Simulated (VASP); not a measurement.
Method: PBE GGA with D3 dispersion (zero damping), VASP's PBE PAW potentials (set 64) (plane waves; VASP).

VASP input:

### INCAR
```
# general
SYSTEM =CdS
PREC   =Accurate
ENCUT  =520   # plane-wave cut-off (eV)
LREAL  =.FALSE.   # projection in real space or not
LASPH  =.TRUE.   # aspherical one-centre terms
ICHARG =11   # fixed density

# electronic loop
EDIFF  =1E-7
NELM   =100   # most electronic steps
ALGO   =Normal   # blocked Davidson
LMAXMIX=4   # l cut-off of mixed one-centre charges

# smearing
ISMEAR =0   # Gaussian
SIGMA  =0.05   # width (eV)

# functional
GGA    =PE   # PBE
IVDW   =11

# output
LWAVE  =.FALSE.
LCHARG =.FALSE.
LORBIT =11
```

### POSCAR
```
CdS
1
    0.0000000000     2.9330176827     2.9330176827
    2.9330176827     0.0000000000     2.9330176827
    2.9330176827     2.9330176827     0.0000000000
Cd S
1 1
Direct
  0.0000000000   0.0000000000   0.0000000000
  0.2500000000   0.2500000000   0.2500000000
```

File KPOINTS:
```
k-points along high-symmetry lines
15
Line-mode
Reciprocal
  0.000000   0.000000   0.000000 ! GAMMA
 -0.500000  -0.500000   0.000000 ! X

 -0.500000  -0.500000   0.000000 ! X
 -0.375000  -0.375000   0.250000 ! U

 -0.375000  -0.000000   0.375000 ! K
  0.000000   0.000000   0.000000 ! GAMMA

  0.000000   0.000000   0.000000 ! GAMMA
  0.000000   0.000000   0.500000 ! L

  0.000000   0.000000   0.500000 ! L
 -0.500000  -0.250000   0.250000 ! W

 -0.500000  -0.250000   0.250000 ! W
 -0.500000  -0.500000   0.000000 ! X
```

POTCAR, in this order: Cd S (PBE.64 set). Program: vasp_std. Read from the step before: CHGCAR.

What VASP printed:

### OUTCAR
```
 ion  position               nearest neighbor table
   1  0.000  0.000  0.000-   2 2.54   2 2.54   2 2.54   2 2.54
   2  0.250  0.250  0.250-   1 2.54   1 2.54   1 2.54   1 2.54
  LATTYP: Found a face centered cubic cell.
 ALAT       =     5.8660353654
 Subroutine PRICEL returns:
 Original cell was already a primitive cell.
 Subroutine GETGRP returns: Found 24 space group operations
The static configuration has the point symmetry T_d .
The dynamic configuration has the point symmetry T_d .
 Subroutine INISYM returns: Found 24 space group operations
   k-points           NKPTS =     90   k-points in BZ     NKDIM =     90   number of bands    NBANDS=     13
   number of dos      NEDOS =    301   number of ions     NIONS =      2
   total plane-waves  NPLWV =  32768
   dimension x,y,z NGX =    32 NGY =   32 NGZ =   32
   dimension x,y,z NGXF=    64 NGYF=   64 NGZF=   64
   ions per type =               1   1
   PREC   = accura    normal or accurate (medium, high low for compatibility)
   ISTART =      0    job   : 0-new  1-cont  2-samecut
   ICHARG =     11    charge: 1-file 2-atom 10-const
   ISPIN  =      1    spin polarized calculation?
   LNONCOLLINEAR =      F non collinear calculations
   LSORBIT =      F    spin-orbit coupling
   INIWAV =      1    electr: 0-lowe 1-rand  2-diag
   ENCUT  =  520.0 eV  38.22 Ry    6.18 a.u.   7.71  7.71  7.71*2*pi/ulx,y,z
   NELM   =    100;   NELMIN=  2; NELMDL= -5     # of ELM steps
   EDIFF  = 0.1E-06   stopping-criterion for ELM
   LREAL  =      F    real-space projection
   NLSPLINE    = F    spline interpolate recip. space projectors
   LMAXMIX     =    4 max onsite mixed and CHGCAR
   VOSKOWN=      0    Vosko Wilk Nusair interpolation
   EDIFFG = 0.1E-05   stopping-criterion for IOM
   NSW    =      0    number of steps for IOM
   NBLOCK =      1;   KBLOCK =      1    inner block; outer block
   IBRION =     -1    ionic relax: 0-MD 1-quasi-New 2-CG
   NFREE  =      0    steps in history (QN), initial steepest desc. (CG)
   ISIF   =      2    stress and relaxation
   ISYM   =      2    0-nonsym 1-usesym 2-fastsym
   TEIN   =    0.0    initial temperature
   TEBEG  =    0.0;   TEEND  =   0.0 temperature during run
   SMASS  =  -3.00    Nose mass-parameter (am)
   PSTRESS=    0.0 pullay stress
   NELECT =      18.0000    total number of electrons
   EFERMI =   0.00;   METHOD = LEGACY
   ISMEAR =     0;   SIGMA  =   0.05  broadening in eV -4-tet -1-fermi 0-gaus
   IALGO  =     38    algorithm
   LDIAG  =      T    sub-space diagonalisation (order eigenvalues)
   IMIX   =      4    mixing-type and parameters
     AMIX     =   0.40;   BMIX     =  1.00
     AMIX_MAG =   1.60;   BMIX_MAG =  1.00
     AMIN     =   0.10
   GGA     = PE    functional components
   VOSKOWN =     0    Vosko Wilk Nusair interpolation
   LHFCALC =     F    Hartree Fock is set to
   LHFONE  =     F    Hartree Fock one center treatment
   AEXX    =    0.0000 exact exchange contribution
   IVDW    =    11    specifies the selected vdW correction
   LEPSILON=     F    determine dielectric tensor
   LRPA    =     F    only Hartree local field effects (RPA)
  energy-cutoff  :      520.00
  volume of cell :       50.46
      direct lattice vectors                 reciprocal lattice vectors
     0.000000000  2.933017683  2.933017683    -0.170472890  0.170472890  0.170472890
     2.933017683  0.000000000  2.933017683     0.170472890 -0.170472890  0.170472890
     2.933017683  2.933017683  0.000000000     0.170472890  0.170472890 -0.170472890
 k-point     1 :   0.0000 0.0000 0.0000  plane waves:    1363
 k-point     2 :  -0.0357-0.0357 0.0000  plane waves:    1371
 k-point     3 :  -0.0714-0.0714 0.0000  plane waves:    1379
 k-point     4 :  -0.1071-0.1071 0.0000  plane waves:    1371
 k-point     5 :  -0.1429-0.1429 0.0000  plane waves:    1363
 k-point     6 :  -0.1786-0.1786 0.0000  plane waves:    1359
 k-point     7 :  -0.2143-0.2143 0.0000  plane waves:    1355
 k-point     8 :  -0.2500-0.2500 0.0000  plane waves:    1355
 k-point     9 :  -0.2857-0.2857 0.0000  plane waves:    1359
 k-point    10 :  -0.3214-0.3214 0.0000  plane waves:    1347
...
```

File OSZICAR:
```
       N       E                     dE             d eps       ncg     rms          rms(c)
DAV:   1     0.110074021685E+03    0.11007E+03   -0.92905E+03  2372   0.126E+03
DAV:   2    -0.743562810599E+00   -0.11082E+03   -0.10602E+03  2775   0.299E+02
DAV:   3    -0.534254308640E+01   -0.45990E+01   -0.45859E+01  2735   0.627E+01
DAV:   4    -0.537504136949E+01   -0.32498E-01   -0.32493E-01  2645   0.523E+00
DAV:   5    -0.537549766358E+01   -0.45629E-03   -0.45629E-03  2790   0.597E-01
DAV:   6    -0.537550747845E+01   -0.98149E-05   -0.98149E-05  2740   0.811E-02
DAV:   7    -0.537550773524E+01   -0.25679E-06   -0.25678E-06  2775   0.120E-02
DAV:   8    -0.537550774234E+01   -0.71011E-08   -0.71253E-08  2084   0.192E-03
   1 F= -.58828503E+01 E0= -.58828503E+01  d E =-.359362E-11
```

**OUTCAR**
```
 val. band max:        1.1701148364   @ k =   0.0000   0.0000   0.0000

 cond. band min:       2.2826975417   @ k =   0.0000   0.0000   0.0000



 k-point     1 :       0.0000    0.0000    0.0000
  band No.  band energies     occupation
      1     -11.0970      2.00000
      2      -6.4976      2.00000
      3      -6.4976      2.00000
      4      -6.4976      2.00000
      5      -6.0405      2.00000
      6      -6.0405      2.00000
      7       1.1701      2.00000
      8       1.1701      2.00000
      9       1.1701      2.00000
     10       2.2827      0.00000
     11       7.7200      0.00000
     12       7.7200      0.00000
     13       7.7200      0.00000

 k-point     2 :      -0.0357   -0.0357    0.0000
  band No.  band energies     occupation
      1     -11.0902      2.00000
      2      -6.4942      2.00000
      3      -6.4941      2.00000
      4      -6.4941      2.00000
      5      -6.0420      2.00000
      6      -6.0395      2.00000
      7       1.0204      2.00000
      8       1.1420      2.00000
      9       1.1420      2.00000
     10       2.4433      0.00000
     11       7.6510      0.00000
     12       7.7582      0.00000
     13       7.7582      0.00000

 k-point     3 :      -0.0714   -0.0714    0.0000
  band No.  band energies     occupation
      1     -11.0701      2.00000
      2      -6.4838      2.00000
      3      -6.4835      2.00000
      4      -6.4835      2.00000
      5      -6.0460      2.00000
      6      -6.0365      2.00000
      7       0.7024      2.00000
      8       1.0603      2.00000
      9       1.0603      2.00000
     10       2.7922      0.00000
     11       7.4625      0.00000
     12       7.8706      0.00000
     13       7.8706      0.00000

 k-point     4 :      -0.1071   -0.1071    0.0000
  band No.  band energies     occupation
      1     -11.0377      2.00000
      2      -6.4663      2.00000
      3      -6.4663      2.00000
      4      -6.4660      2.00000
...
```

The density is held fixed in this step, so its total energy and stress have no physical meaning.

The compound is CdS in the zinc blende structure, a metastable form; wurtzite is the usual one. It was relaxed first.
